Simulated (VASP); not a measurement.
Data:

```
NaH
1.0
    0.00000     2.41612     2.41612
    2.41612     0.00000     2.41612
    2.41612     2.41612     0.00000
Na H
1 1
Direct
  0.00000   0.00000   0.00000
  0.50000   0.50000   0.50000
```

The numbers are results of PBE GGA, VASP's PBE PAW potentials (set 64) (plane waves; VASP 6.6.1), not measurements. Run with 520 eV cut-off, 9×9×9 Γ-centred mesh, Gaussian smearing of 0.050 eV, potentials Na_pv H.

Task: What does the run give for the energy per atom (σ→0)?

Result: 
```
Item                                   Result
---------------------  ----------------------
energy per atom (σ→0)  -245.4 kJ/mol of atoms
```

Total energies compare only between runs with the same potentials, cut-off and functional.

The compound is NaH in the rock salt structure. It was relaxed first.
